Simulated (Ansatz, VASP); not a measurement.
# Cross-check of Tl (ladder Tl chain) between VASP and Ansatz, part 2 of 2

Wanted: the spread between two codes on one cell, functional and k mesh. The structure shown is the start of the Ansatz relaxation below; VASP solves that cell, so the two are compared at the walk's first step. Other levels of theory on this material are compared in a session of their own.

VASP 6.6.1 and Ansatz 0.2.0.

So far: The structure; Ansatz: relaxation, r2SCAN.

### Step 3. VASP: single point, r2SCAN, start cell

Level of this step: r2SCAN, zero-moment start; plane waves and PAW (Tl_d) (VASP).

The same cell, functional, mesh and smearing now go to VASP, with its own data sets.

Lines of VASP's logs that name or quote its potential files are left out, and so is its time.

The input, INCAR:

```
SYSTEM = Tl
PREC = Accurate
ENCUT = 440
EDIFF = 1E-06
NELM = 200
ISMEAR = -1
SIGMA = 0.05
LREAL = .FALSE.
ALGO = Normal
METAGGA = R2SCAN
LASPH = .TRUE.
NBANDS = 20
ISPIN = 2
MAGMOM = 0 0
LORBIT = 11
LWAVE = .FALSE.
LCHARG = .FALSE.
ISIF = 2
GGA_COMPAT = .FALSE.
LMIXTAU = .TRUE.
KPAR = 2
```

The input, POSCAR:

```
Tl
1.0
    9.0000000000      0.0000000000      0.0000000000
    0.0000000000      7.5000000000      0.0000000000
    0.0000000000      0.0000000000      2.8376500000
Tl
2
Direct
    0.3653111111      0.5000000000      0.0000000000
    0.6346888889      0.5000000000      0.5000000000
```

The input, KPOINTS:

```
Automatic mesh
0
Gamma
1 1 29
0 0 0
```

Potentials, in the order of the species: Tl_d (PBE family, release 64).

Command:

```console
$ mpirun -np 2 vasp_std
```

Numbers of over 12 decimals in the logs are rounded to 6 here.

What it wrote:

```text
[banner, memory and clock lines left out]
running    2 mpi-ranks, on    1 nodes
 distrk:  each k-point on    1 cores,    2 groups
 distr:  one band on    1 cores,    1 groups

 POSCAR found type information on POSCAR Tl
 POSCAR found :  1 types and       2 ions
|                                                                             |
|               ----> ADVICE to this user running VASP <----                  |
|                                                                             |
|     You enforced a specific xc type in the INCAR file but a different       |
|     [... a line on the potential file left out ...]
|     I HOPE YOU KNOW WHAT YOU ARE DOING!                                     |
|                                                                             |

 LDA part: xc-table for (None), standard interpolation
 POSCAR, INCAR and KPOINTS ok, starting setup
 FFT: planning ... GRIDC
 FFT: planning ... GRID_SOFT
 FFT: planning ... GRID
 WAVECAR not read
 entering main loop
       N       E                     dE             d eps       ncg     rms          rms(c)
DAV:   1     0.123571889876E+02    0.12357E+02   -0.11017E+04  1288   0.907E+02
DAV:   2    -0.108587232833E+03   -0.12094E+03   -0.11791E+03  1348   0.207E+02
DAV:   3    -0.112028918986E+03   -0.34417E+01   -0.34093E+01  1400   0.324E+01
DAV:   4    -0.112079335070E+03   -0.50416E-01   -0.50405E-01  1508   0.392E+00
DAV:   5    -0.112081272059E+03   -0.19370E-02   -0.19370E-02  1420   0.586E-01    0.618E+00
DAV:   6    -0.107341229367E+03    0.47400E+01   -0.18484E+00  1284   0.127E+01    0.464E+00
DAV:   7    -0.104123089636E+03    0.32181E+01   -0.43519E-01  1312   0.386E+00    0.186E+00
DAV:   8    -0.106335031445E+03   -0.22119E+01   -0.63525E-01  1300   0.436E+00    0.855E-01
DAV:   9    -0.104330734003E+03    0.20043E+01   -0.28804E-01  1240   0.406E+00    0.781E-01
DAV:  10    -0.104434226889E+03   -0.10349E+00   -0.27831E-02  1244   0.149E+00    0.644E-01
DAV:  11    -0.104433644145E+03    0.58274E-03   -0.22678E-04  1348   0.940E-02    0.643E-01
DAV:  12    -0.104417617287E+03    0.16027E-01   -0.12877E-04  1260   0.998E-02    0.638E-01
DAV:  13    -0.104379193031E+03    0.38424E-01   -0.80479E-02  1224   0.206E+00    0.600E-01
DAV:  14    -0.104399903527E+03   -0.20710E-01   -0.77539E-02  1200   0.194E+00    0.746E-01
[...]
DAV:  45    -0.104411866886E+03   -0.45412E-04   -0.10317E-05   960   0.198E-02    0.730E-03
DAV:  46    -0.104411844095E+03    0.22791E-04   -0.12583E-05  1104   0.191E-02    0.796E-03
DAV:  47    -0.104411944576E+03   -0.10048E-03   -0.27934E-05  1200   0.293E-02    0.849E-03
DAV:  48    -0.104411942089E+03    0.24869E-05   -0.24398E-06  1024   0.100E-02    0.621E-03
DAV:  49    -0.104411926682E+03    0.15407E-04   -0.27349E-06   960   0.816E-03    0.330E-03
DAV:  50    -0.104411937478E+03   -0.10796E-04   -0.12883E-06   960   0.675E-03    0.224E-03
DAV:  51    -0.104411952927E+03   -0.15449E-04   -0.39043E-06   976   0.102E-02    0.223E-03
DAV:  52    -0.104411951994E+03    0.93372E-06   -0.62777E-07   960   0.553E-03
   1 F= -.10441195E+03 E0= -.10440324E+03  d E =-.174157E-01  mag=    -0.0000
```

OUTCAR, selected parts (step 3):

```text
ion  position               nearest neighbor table
   1  0.365  0.500  0.000-   2 2.81   2 2.81
   2  0.635  0.500  0.500-   1 2.81   1 2.81

  LATTYP: Found a simple orthorhombic cell.
 ALAT       =     2.8376500000
 B/A-ratio  =     2.6430320864
 C/A-ratio  =     3.1716385037

 Subroutine GETGRP returns: Found  8 space group operations
 (whereof  4 operations were pure point group operations)

The static configuration has the point symmetry C_2v.
 The point group associated with its full space group is D_2h.

 Found     15 irreducible k-points:

   k-points           NKPTS =     15   k-points in BZ     NKDIM =     15   number of bands    NBANDS=     20

   dimension x,y,z NGX =    64 NGY =   54 NGZ =   20
   dimension x,y,z NGXF=   128 NGYF=  108 NGZF=   40

   ENCUT  =  440.0 eV  32.34 Ry    5.69 a.u.  15.39 12.83  4.85*2*pi/ulx,y,z

   NELECT =      26.0000    total number of electrons

 k-points in reciprocal lattice and weights: Automatic mesh
   0.00000000  0.00000000  0.00000000       0.034
   0.00000000  0.00000000  0.03448276       0.069
   0.00000000  0.00000000  0.06896552       0.069
   0.00000000  0.00000000  0.10344828       0.069
   0.00000000  0.00000000  0.13793103       0.069
   0.00000000  0.00000000  0.17241379       0.069
   0.00000000  0.00000000  0.20689655       0.069
   0.00000000  0.00000000  0.24137931       0.069
   0.00000000  0.00000000  0.27586207       0.069
[...]
0.00000000  0.00000000  0.44827586       0.069
   0.00000000  0.00000000  0.48275862       0.069

 average (electrostatic) potential at core
       1 -96.8381       2 -96.8381

 E-fermi :  -0.8782

 spin component 1
 k-point     1 :       0.0000    0.0000    0.0000
  band No.  band energies     occupation
    ...
     10     -12.2731      1.00000
     11     -10.6426      1.00000
     12      -6.9869      1.00000
     13      -2.0157      1.00000
     14      -1.6866      1.00000
     15       0.8455      0.00000
     16       2.4244      0.00000
     17       3.8564      0.00000
     18       4.0651      0.00000
     19       4.7237      0.00000
    ...

 k-point     2 :       0.0000    0.0000    0.0345
  band No.  band energies     occupation
    ...
     10     -12.2886      1.00000
     11     -10.6179      1.00000
     12      -6.9652      1.00000
     13      -1.9828      1.00000
     14      -1.6499      1.00000
     15       0.8755      0.00000
     16       2.4464      0.00000
     17       3.8807      0.00000
     18       4.0836      0.00000
     19       4.7455      0.00000
    ...

 k-point     3 :       0.0000    0.0000    0.0690
  band No.  band energies     occupation
    ...
     10     -12.3319      1.00000
     11     -10.5450      1.00000
     12      -6.9001      1.00000
     13      -1.8850      1.00000
     14      -1.5406      1.00000
     15       0.9648      0.00000
     16       2.5124      0.00000
     17       3.9535      0.00000
     18       4.1386      0.00000
     19       4.8110      0.00000
    ...

 k-point     4 :       0.0000    0.0000    0.1034
  band No.  band energies     occupation
    ...
     10     -12.3947      1.00000
     11     -10.4257      1.00000
     12      -6.7911      1.00000
     13      -1.7243      1.00000
     14      -1.3615      0.99994
     15       1.1113      0.00000
     16       2.6223      0.00000
     17       4.0745      0.00000
     18       4.2274      0.00000
     19       4.9200      0.00000
    ...

 k-point     5 :       0.0000    0.0000    0.1379
  band No.  band energies     occupation
    ...
     10     -12.4662      1.00000
     11     -10.2607      1.00000
     12      -6.6372      1.00000
     13      -1.5038      1.00000
     14      -1.1170      0.99166
     15       1.3118      0.00000
     16       2.7763      0.00000
     17       4.2431      0.00000
     18       4.3415      0.00000
     19       5.0725      0.00000
    ...

 k-point     6 :       0.0000    0.0000    0.1724
  band No.  band energies     occupation
    ...
      9     -12.7615      1.00000
     10     -12.5352      1.00000
     11     -10.0474      1.00000
     12      -6.4368      1.00000
     13      -1.2276      0.99908
     14      -0.8126      0.21223
     15       1.5617      0.00000
     16       2.9742      0.00000
     17       4.4443      0.00000
     18       4.4583      0.00000
    ...

  Total        5.3122994      0.3425453      5.0420140      0.0000000      0.0000000      0.0000000
  in kB       44.4355465      2.8652733     42.1747029      0.0000000      0.0000000      0.0000000
  external PRESSURE =      29.8251742 kB  Pullay stress =       0.0000000 kB

  energy-cutoff  :      440.00
  volume of cell :      191.54
      direct lattice vectors                 reciprocal lattice vectors
     9.000000000  0.000000000  0.000000000     0.111111111  0.000000000  0.000000000
     0.000000000  7.500000000  0.000000000     0.000000000  0.133333333  0.000000000
     0.000000000  0.000000000  2.837650000     0.000000000  0.000000000  0.352404278

 POSITION                                       TOTAL-FORCE (eV/Angst)
 -----------------------------------------------------------------------------------
      3.28780      3.75000      0.00000        -2.406405      0.000000      0.000000
      5.71220      3.75000      1.41883         2.406405      0.000000      0.000000
 -----------------------------------------------------------------------------------
    total drift:                                0.000000      0.000000     -0.000000

  FREE ENERGIE OF THE ION-ELECTRON SYSTEM (eV)
  ---------------------------------------------------
  free  energy   TOTEN  =      -104.4119519937 eV

  energy  without entropy=     -104.3945363114  energy(sigma->0) =     -104.40324415

 total charge
# of ion       s       p       d       tot
------------------------------------------
    1        1.170   0.525   9.629  11.324
    2        1.170   0.525   9.629  11.324
--------------------------------------------------
tot          2.340   1.049  19.259  22.649

 magnetization (x)
# of ion       s       p       d       tot
------------------------------------------
    1       -0.000  -0.000  -0.000  -0.000
    2       -0.000  -0.000  -0.000  -0.000
--------------------------------------------------
tot         -0.000  -0.000  -0.000  -0.000

[... 4 further parts left out ...]
```

### Step 4. Comparison

Known differences besides the potentials themselves: VASP keeps PBE cores, Ansatz makes them for the functional; the cutoff is 500 eV in Ansatz and 440 eV in VASP. Total energies have different zeros and are not compared.

Forces (eV/Å; atoms numbered as in POSCAR):

| atom | Ansatz x, y, z | VASP x, y, z |
| --- | --- | --- |
| Tl1 | -2.385, 0.000, 0.000 | -2.406, 0.000, 0.000 |
| Tl2 | 2.385, 0.000, 0.000 | 2.406, 0.000, 0.000 |

The forces differ by 12 meV/Å r.m.s., which is 0.9 % of the r.m.s. force of 1.389 eV/Å (both taken over all components). Moments aren't recorded for both runs of this pair, so they may hold unlike magnetic states.

### Step 5. Results

| Property | Result |
| --- | --- |
| r.m.s. force difference (single point, r2SCAN, start cell) | 0.89 % of the r.m.s. force |

In words: The r.m.s. force difference is 0.89 % of the r.m.s. force (single point, r2SCAN, start cell), within the 3 % picked in this series as the mark of a large difference. 9 further runs of this series are not shown here. Such differences can come from data sets, numerical settings and the points named under the comparisons, not from the functional's error against experiment.

[Lines on the potential files, build, host, timing and source positions are cut from VASP's logs without a mark.]

[Logs are printed without paths, hosts, clocks, repeated set-up lines and the standing remarks that a program may print on its own settings, such as how far it seeks lower states.]

[Hosts, paths, dates, database ids (printed as entryN), source tags and the programs' standing remarks are cut or masked in the printed files.]
